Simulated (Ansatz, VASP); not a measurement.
# NiPtF6 (NiPtF6 (R-3)) in two plane-wave programs, part 2 of 2

Wanted: the spread between two codes on one cell, functional and k mesh. The cell is taken from a series of runs on this material, whose earlier steps may have relaxed, scaled, displaced or heated it; both programs get it as it stands.

VASP 6.6.1 and Ansatz 0.2.0.

So far: The structure; Ansatz: relaxation of cell and atoms, PBEsol, DFT+U.

## 3. VASP: relaxation of cell and atoms, PBEsol, DFT+U

Level of this step: PBEsol, DFT+U (Ni d 4 eV), spin-polarised from a ferromagnetic start; plane waves and PAW (Ni, Pt, F) (VASP).

The same cell, functional and mesh now go to VASP, with its own data sets.

Lines of VASP's logs that name or quote its potential files are left out, and so is its time.

File INCAR:

```
SYSTEM = NiPtF6
PREC = Accurate
ENCUT = 600
EDIFF = 1E-07
NELM = 200
ISMEAR = 0
SIGMA = 0.01
LREAL = .FALSE.
ALGO = Normal
GGA = PS
NBANDS = 45
ISPIN = 2
MAGMOM = 1.69 0.03 0.03 0.03 0.03 0.03 0.03 0.03
LDAU = .TRUE.
LDAUTYPE = 2
LDAUL = 2 -1 -1
LDAUU = 4 0 0
LDAUJ = 0 0 0
LDAUPRINT = 1
LASPH = .TRUE.
LMAXMIX = 4
LORBIT = 11
LWAVE = .FALSE.
LCHARG = .FALSE.
ISIF = 3
NUPDOWN = 2
IBRION = 2
NSW = 80
EDIFFG = -0.005
GGA_COMPAT = .FALSE.
NELMIN = 4
KPAR = 2
```

File POSCAR:

```
NiPtF6
1.0
    2.4510470000      1.4151130000      4.5416990000
   -2.4510470000      1.4151130000      4.5416990000
    0.0000000000     -2.8302260000      4.5416990000
Ni Pt F
1 1 6
Direct
    0.0000000000      0.0000000000      0.0000000000
    0.4999999633      0.4999999633      0.4999999633
    0.4068870287      0.7474027348      0.0961218115
    0.0961216746      0.4068872372      0.7474026633
    0.2525972588      0.9038781196      0.5931128264
    0.9038782520      0.5931126894      0.2525972633
    0.5931128979      0.2525971918      0.9038781151
    0.7474026678      0.0961218070      0.4068871002
```

File KPOINTS:

```
Automatic mesh
0
Gamma
7 7 7
0 0 0
```

The projector-augmented-wave data sets are Ni, Pt and F (PBE family, release 64).

Run with:

```sh
> mpirun -np 2 vasp_std
```

Numbers of over 12 decimals in the logs are rounded to 6 here.

The log of the run:

```text
[banner, memory and clock lines left out]
running    2 mpi-ranks, on    1 nodes
 distrk:  each k-point on    1 cores,    2 groups
 distr:  one band on    1 cores,    1 groups

 POSCAR found type information on POSCAR NiPtF
 POSCAR found :  3 types and       8 ions
|                                                                             |
|               ----> ADVICE to this user running VASP <----                  |
|                                                                             |
|     You enforced a specific xc type in the INCAR file but a different       |
|     [... a line on the potential file left out ...]
|     I HOPE YOU KNOW WHAT YOU ARE DOING!                                     |
|                                                                             |

 LDA part: xc-table for (Slater+PW92), standard interpolation
 POSCAR, INCAR and KPOINTS ok, starting setup
 FFT: planning ... GRIDC
 FFT: planning ... GRID_SOFT
 FFT: planning ... GRID
 WAVECAR not read
 entering main loop
       N       E                     dE             d eps       ncg     rms          rms(c)
DAV:   1     0.673593296652E+03    0.67359E+03   -0.34326E+04 10800   0.163E+03
DAV:   2     0.280915181735E+02   -0.64550E+03   -0.59205E+03 11514   0.423E+02
DAV:   3    -0.396956596311E+02   -0.67787E+02   -0.65729E+02 12276   0.148E+02
DAV:   4    -0.411749521984E+02   -0.14793E+01   -0.14751E+01 12520   0.230E+01
DAV:   5    -0.411971296095E+02   -0.22177E-01   -0.22174E-01 12843   0.283E+00    0.385E+01
DAV:   6    -0.354114738788E+02    0.57857E+01   -0.23389E+01 14662   0.504E+01    0.257E+01
DAV:   7    -0.355757536791E+02   -0.16428E+00   -0.28070E+00 14590   0.217E+01    0.157E+01
DAV:   8    -0.356069928227E+02   -0.31239E-01   -0.80252E-01 14379   0.112E+01    0.664E+00
DAV:   9    -0.356248324244E+02   -0.17840E-01   -0.12402E-01 15063   0.901E+00    0.928E-01
DAV:  10    -0.356231084146E+02    0.17240E-02   -0.43836E-02 16358   0.204E+00    0.379E-01
DAV:  11    -0.356233553974E+02   -0.24698E-03   -0.62485E-03 13568   0.104E+00    0.224E-01
DAV:  12    -0.356235448893E+02   -0.18949E-03   -0.44807E-04 15721   0.329E-01    0.943E-02
DAV:  13    -0.356236935391E+02   -0.14865E-03   -0.22048E-04 15443   0.168E-01    0.613E-02
DAV:  14    -0.356238123182E+02   -0.11878E-03   -0.87794E-05 16724   0.110E-01    0.332E-02
DAV:  15    -0.356239026825E+02   -0.90364E-04   -0.89827E-05 15262   0.892E-02    0.251E-02
DAV:  16    -0.356240121383E+02   -0.10946E-03   -0.27890E-04 13920   0.157E-01    0.141E-02
DAV:  17    -0.356240461369E+02   -0.33999E-04   -0.12944E-04 14929   0.954E-02    0.700E-03
DAV:  18    -0.356240534887E+02   -0.73518E-05   -0.35509E-05 15466   0.500E-02    0.371E-03
DAV:  19    -0.356240542596E+02   -0.77094E-06   -0.32569E-06 14048   0.126E-02    0.118E-03
DAV:  20    -0.356240543635E+02   -0.10381E-06   -0.16716E-07  9117   0.290E-03    0.579E-04
DAV:  21    -0.356240543786E+02   -0.15172E-07   -0.33508E-08  5919   0.168E-03
   1 F= -.35624054E+02 E0= -.35624054E+02  d E =-.356241E+02  mag=     2.0000
[... from here on, the cycles between the ionic steps are left out ...]
   2 F= -.35623845E+02 E0= -.35623845E+02  d E =0.208926E-03  mag=     2.0000
   3 F= -.35627028E+02 E0= -.35627028E+02  d E =-.297373E-02  mag=     2.0000
   4 F= -.35627223E+02 E0= -.35627223E+02  d E =-.194577E-03  mag=     2.0000
   5 F= -.35627711E+02 E0= -.35627711E+02  d E =-.682833E-03  mag=     2.0000
   6 F= -.35628178E+02 E0= -.35628178E+02  d E =-.115000E-02  mag=     2.0000
   7 F= -.35628391E+02 E0= -.35628391E+02  d E =-.212980E-03  mag=     2.0000
   8 F= -.35628539E+02 E0= -.35628539E+02  d E =-.360865E-03  mag=     2.0000
   9 F= -.35628540E+02 E0= -.35628540E+02  d E =-.361530E-03  mag=     2.0000
  10 F= -.35628577E+02 E0= -.35628577E+02  d E =-.373854E-04  mag=     2.0000
 ZBRENT: can't locate minimum, use default step
 trial-energy change:   -0.000037  1 .order   -0.000036   -0.000040   -0.000033
 step:   3.9636(harm=  5.5947)  dis= 0.00260  next Energy=   -35.628652 (dE=-0.113E-03)
 bond charge predicted
       N       E                     dE             d eps       ncg     rms          rms(c)
DAV:   1    -0.356289982921E+02   -0.42121E-03   -0.21421E-01 10800   0.275E+00    0.244E-01
DAV:   2    -0.356287867882E+02    0.21150E-03   -0.57040E-03 12366   0.501E-01    0.112E-01
DAV:   3    -0.356286723668E+02    0.11442E-03   -0.19250E-04 12270   0.122E-01    0.699E-02
DAV:   4    -0.356286492305E+02    0.23136E-04   -0.25599E-05 15197   0.565E-02    0.312E-02
DAV:   5    -0.356286442883E+02    0.49422E-05   -0.78079E-06 14173   0.219E-02    0.147E-02
DAV:   6    -0.356286442245E+02    0.63816E-07   -0.13830E-06 14297   0.105E-02    0.559E-03
DAV:   7    -0.356286443960E+02   -0.17150E-06   -0.31856E-07  8602   0.717E-03    0.248E-03
DAV:   8    -0.356286445284E+02   -0.13241E-06   -0.24311E-07  8390   0.542E-03    0.140E-03
DAV:   9    -0.356286446091E+02   -0.80703E-07   -0.11834E-07  6631   0.298E-03
  11 F= -.35628645E+02 E0= -.35628645E+02  d E =-.104974E-03  mag=     2.0000
 curvature:  -5.15 expect dE=-0.625E-04 dE for cont linesearch -0.673E-05
 trial: gam=-0.02681 g(F)=  0.463E-05 g(S)=  0.751E-05 ort = 0.105E-04 (trialstep = 0.159E+01)
 search vector abs. value=  0.116E-04
 reached required accuracy - stopping structural energy minimisation
```

From OUTCAR (step 3):

```text
ion  position               nearest neighbor table
   1  0.000  0.000  0.000-   3 1.98   8 1.98   7 1.98   4 1.98   5 1.98   6 1.98
   2  0.500  0.500  0.500-   8 1.96   5 1.96   7 1.96   3 1.96   4 1.96   6 1.96
   3  0.407  0.747  0.096-   2 1.96   1 1.98
   4  0.096  0.407  0.747-   2 1.96   1 1.98
   5  0.253  0.904  0.593-   2 1.96   1 1.98
   6  0.904  0.593  0.253-   2 1.96   1 1.98
   7  0.593  0.253  0.904-   2 1.96   1 1.98
   8  0.747  0.096  0.407-   2 1.96   1 1.98

  LATTYP: Found a trigonal (rhomboedric) cell.
 ALAT       =     5.3513742166
 COS(alpha) =     0.5804316009

 Subroutine GETGRP returns: Found  6 space group operations
 (whereof  6 operations were pure point group operations)

The static configuration has the point symmetry S_6 .

 Found     60 irreducible k-points:

   k-points           NKPTS =     60   k-points in BZ     NKDIM =     60   number of bands    NBANDS=     45

   dimension x,y,z NGX =    48 NGY =   48 NGZ =   48
   dimension x,y,z NGXF=    96 NGYF=   96 NGZF=   96

   ENCUT  =  600.0 eV  44.10 Ry    6.64 a.u.  10.69 10.69 10.69*2*pi/ulx,y,z

   NELECT =      62.0000    total number of electrons

 k-points in reciprocal lattice and weights: Automatic mesh
   0.00000000  0.00000000  0.00000000       0.003
   0.14285714  0.00000000  0.00000000       0.017
   0.28571429  0.00000000  0.00000000       0.017
   0.42857143  0.00000000  0.00000000       0.017
   0.14285714  0.14285714  0.00000000       0.017
   0.28571429  0.14285714  0.00000000       0.017
  -0.28571429 -0.00000000 -0.14285714       0.017
   0.42857143  0.14285714 -0.00000000       0.017
  -0.42857143 -0.00000000 -0.14285714       0.017
[...]
0.42857143  0.42857143  0.42857143       0.006
  -0.42857143  0.42857143  0.42857143       0.017

atom =   1  type =  1  l = 2

 onsite density matrix

spin component  1

  0.9929 -0.0200  0.0000 -0.0110 -0.0000
 -0.0200  1.0100 -0.0000 -0.0000 -0.0110
  0.0000 -0.0000  0.9819  0.0000  0.0000
 -0.0110 -0.0000  0.0000  1.0100  0.0200
 -0.0000 -0.0110  0.0000  0.0200  0.9929

spin component  2

  0.7044  0.3434  0.0000  0.1740  0.0000
  0.3434  0.4167  0.0000 -0.0000  0.1740
  0.0000  0.0000  0.9800 -0.0000  0.0000
  0.1740 -0.0000 -0.0000  0.4167 -0.3434
  0.0000  0.1740  0.0000 -0.3434  0.7044

 occupancies and eigenvectors

  o =  0.1495  v =  0.0000  0.0000  0.0000  0.0000  0.0000 -0.2577  0.0001 -0.0000  0.8216  0.5085      0.0000  0.0000  0.0000  0.0000  0.0000  0.0000  0.0000  0.0000  0.0000  0.0000
[...]
o =  0.9715  v =  0.0000  0.0000  0.0000  0.0000  0.0000  0.7329  0.5701 -0.0000 -0.0000  0.3714      0.0000  0.0000  0.0000  0.0000  0.0000  0.0000  0.0000  0.0000  0.0000  0.0000
  o =  0.9771  v = -0.3965 -0.0000 -0.0000 -0.5700  0.7197  0.0000  0.0000  0.0000  0.0000  0.0000      0.0000  0.0000  0.0000  0.0000  0.0000  0.0000  0.0000  0.0000  0.0000  0.0000
  o =  0.9771  v =  0.7197  0.5699 -0.0000 -0.0000  0.3965  0.0000  0.0000  0.0000  0.0000  0.0000      0.0000  0.0000  0.0000  0.0000  0.0000  0.0000  0.0000  0.0000  0.0000  0.0000
  o =  0.9800  v =  0.0000  0.0000  0.0000  0.0000  0.0000  0.0000  0.0000  1.0000 -0.0000  0.0000      0.0000  0.0000  0.0000  0.0000  0.0000  0.0000  0.0000  0.0000  0.0000  0.0000
  o =  0.9819  v =  0.0000  0.0000  1.0000 -0.0000  0.0000  0.0000  0.0000  0.0000  0.0000  0.0000      0.0000  0.0000  0.0000  0.0000  0.0000  0.0000  0.0000  0.0000  0.0000  0.0000
  o =  1.0258  v =  0.2751 -0.0001 -0.0000 -0.8217 -0.4992  0.0000  0.0000  0.0000  0.0000  0.0000      0.0000  0.0000  0.0000  0.0000  0.0000  0.0000  0.0000  0.0000  0.0000  0.0000
  o =  1.0258  v = -0.4992  0.8217 -0.0000 -0.0001 -0.2751  0.0000  0.0000  0.0000  0.0000  0.0000      0.0000  0.0000  0.0000  0.0000  0.0000  0.0000  0.0000  0.0000  0.0000  0.0000

 average (electrostatic) potential at core
       1 -89.4531       2 -73.5971       3 -77.4141       4 -77.4141       5 -77.4140
       6 -77.4140       7 -77.4140       8 -77.4141

 E-fermi :   1.0539

 spin component 1
 k-point     1 :       0.0000    0.0000    0.0000
  band No.  band energies     occupation
    ...
     28      -0.9134      1.00000
     29      -0.9134      1.00000
     30       0.6073      1.00000
     31       0.9043      1.00000
     32       0.9043      1.00000
     33       3.7889      0.00000
     34       3.7889      0.00000
     35       6.0206      0.00000
     36      12.2328      0.00000
     37      12.8742      0.00000
    ...

 k-point     2 :       0.1429    0.0000    0.0000
  band No.  band energies     occupation
    ...
     28      -0.8642      1.00000
     29      -0.8051      1.00000
     30       0.6081      1.00000
     31       0.8310      1.00000
     32       0.8743      1.00000
     33       3.7077      0.00000
     34       3.7314      0.00000
     35       6.3631      0.00000
     36      12.1736      0.00000
     37      12.6456      0.00000
    ...

 k-point     3 :       0.2857    0.0000    0.0000
  band No.  band energies     occupation
    ...
     28      -0.7049      1.00000
     29      -0.6077      1.00000
     30       0.5769      1.00000
     31       0.6238      1.00000
     32       0.8154      1.00000
     33       3.5036      0.00000
     34       3.6069      0.00000
     35       7.2632      0.00000
     36      11.1535      0.00000
     37      13.0353      0.00000
    ...

 k-point     4 :       0.4286    0.0000    0.0000
  band No.  band energies     occupation
    ...
     28      -0.4874      1.00000
     29      -0.3686      1.00000
     30       0.3435      1.00000
     31       0.5149      1.00000
     32       0.7754      1.00000
     33       3.3181      0.00000
     34       3.5129      0.00000
     35       8.4519      0.00000
     36       9.8729      0.00000
     37      12.8778      0.00000
    ...

 k-point     5 :       0.1429    0.1429    0.0000
  band No.  band energies     occupation
    ...
     28      -0.9150      1.00000
     29      -0.7298      1.00000
     30       0.6249      1.00000
     31       0.8029      1.00000
     32       0.8913      1.00000
     33       3.6116      0.00000
     34       3.7862      0.00000
     35       6.4577      0.00000
     36      12.0125      0.00000
     37      12.7492      0.00000
    ...

 k-point     6 :       0.2857    0.1429    0.0000
  band No.  band energies     occupation
    ...
     28      -0.7379      1.00000
     29      -0.5184      1.00000
     30       0.5863      1.00000
     31       0.6741      1.00000
     32       0.8828      1.00000
     33       3.4050      0.00000
     34       3.7332      0.00000
     35       7.1631      0.00000
     36      11.5225      0.00000
     37      12.6637      0.00000
    ...

  Total       -0.0182188     -0.0182188     -0.0240888     -0.0005258      0.0000000     -0.0000000
  in kB       -0.3079283     -0.3079285     -0.4071398     -0.0088875      0.0000000     -0.0000000
  external PRESSURE =      -0.3409989 kB  Pullay stress =       0.0000000 kB

  energy-cutoff  :      600.00
  volume of cell :       94.79
      direct lattice vectors                 reciprocal lattice vectors
     2.461483511  1.421408838  4.516018433     0.203110216  0.117288013  0.073811331
    -2.461717607  1.421003371  4.516018433    -0.203129533  0.117254556  0.073811331
     0.000234096 -2.842412210  4.516018433     0.000019317 -0.234542569  0.073811331

 POSITION                                       TOTAL-FORCE (eV/Angst)
 -----------------------------------------------------------------------------------
      0.00000     -0.00000      0.00000         0.000000      0.000000     -0.000000
     -0.00000     -0.00000      6.77403         0.000000      0.000000     -0.000000
     -0.84413      1.34984      5.64508        -0.002790     -0.001327      0.002539
     -0.74693     -1.40596      5.64508         0.002544     -0.001752      0.002539
     -1.59106     -0.05612      7.90298        -0.000246     -0.003079     -0.002539
      0.74693      1.40596      7.90298        -0.002544      0.001752     -0.002539
      0.84413     -1.34984      7.90298         0.002790      0.001327     -0.002539
      1.59106      0.05612      5.64508         0.000246      0.003079      0.002539
 -----------------------------------------------------------------------------------
    total drift:                               -0.000000      0.000000      0.005418

  FREE ENERGIE OF THE ION-ELECTRON SYSTEM (eV)
  ---------------------------------------------------
  free  energy   TOTEN  =       -35.6286446091 eV

  energy  without entropy=      -35.6286446091  energy(sigma->0) =      -35.62864461

 reached required accuracy - stopping structural energy minimisation

 total charge
# of ion       s       p       d       tot
------------------------------------------
    1        0.302   0.405   8.183   8.890
    2        0.571   0.788   7.782   9.141
    3        1.732   4.319   0.000   6.051
    4        1.732   4.319   0.000   6.051
    5        1.732   4.319   0.000   6.051
    6        1.732   4.319   0.000   6.051
    7        1.732   4.319   0.000   6.051
    8        1.732   4.319   0.000   6.051
--------------------------------------------------
tot         11.264  27.110  15.965  54.339

 magnetization (x)
# of ion       s       p       d       tot
------------------------------------------
    1        0.004   0.003   1.764   1.772
    2        0.003   0.004   0.035   0.042
    3        0.002   0.027   0.000   0.030
    4        0.002   0.027   0.000   0.030
    5        0.002   0.027   0.000   0.030
    6        0.002   0.027   0.000   0.030
    7        0.002   0.027   0.000   0.030
    8        0.002   0.027   0.000   0.030
--------------------------------------------------
tot          0.022   0.171   1.799   1.991

[... 6 further parts left out ...]
```

CONTCAR:

```
NiPtF6
   1.00000000000000
     2.4614835110106790    1.4214088381799508    4.5160184326237660
    -2.4617176073910381    1.4210033714570471    4.5160184326237660
     0.0002340963803589   -2.8424122096369979    4.5160184326237660
  Ni              Pt              F
     1     1     6
Direct
     0.0000000000000000    0.0000000000000000    0.0000000000000000
     0.4999999632999987    0.4999999632999987    0.4999999632999987
     0.4035391889901960    0.7464133216754721    0.1000598645980082
     0.1000597277013178    0.4035393974877049    0.7464132501746628
     0.2535866719278358    0.8999400664994953    0.5964606661089918
     0.8999401988986798    0.5964605291122999    0.2535866764253348
     0.5964607376098016    0.2535866049245253    0.8999400620019893
     0.7464132546721689    0.1000598601005091    0.4035392604910126
```

The run keeps the 6 symmetry operations of its start, so it cannot find a distortion of lower symmetry.

## 4. Comparison

Known differences besides the potentials themselves: VASP starts from the moments at which Ansatz ended; U acts on the PAW sphere in VASP and on atomic orbitals in Ansatz, so only states and trends compare; fixed occupations in Ansatz, narrow Gaussian smearing in VASP; the data sets hold 78 valence electrons in Ansatz (on its PAW soft_1 files) and 62 in VASP; the cutoff is 420 eV in Ansatz and 600 eV in VASP; Ansatz makes its cores anew for this functional, VASP keeps those of its PBE data sets; site moments are counted in spheres of each program's own size. Total energies have different zeros and are not compared.

Compared:

```
                                         quantity  Ansatz   VASP  difference
                                      volume (Å³)   96.44  94.79     +1.73 %
edge a after relaxation, in the typed setting (Å)   5.363  5.336     +0.50 %
            total moment, fixed by the input (μB)    2.00   2.00        0.00
                               moment on Ni1 (μB)    1.69   1.77       -0.08
```

## 5. What came out

```
difference in volume (relaxation of cell and atoms, PBEsol, DFT+U) : 1.7 %
```

**Reading.** The difference in volume is 1.7 % (relaxation of cell and atoms, PBEsol, DFT+U). The data sets hold unlike numbers of valence electrons (78 in Ansatz and 62 in VASP), so part of the differences comes from the potentials. What causes the difference of the relaxation of cell and atoms, PBEsol, DFT+U pair stays open here. How closely two codes agree says nothing of how well the functional describes the real material.

[Lines on the potential files, build, host, timing and source positions are cut from VASP's logs without a mark.]

[Logs are printed without paths, hosts, clocks, repeated set-up lines and the standing remarks that a program may print on its own settings, such as how far it seeks lower states.]

[Hosts, paths, dates, database ids (printed as entryN), source tags and the programs' standing remarks are cut or masked in the printed files.]
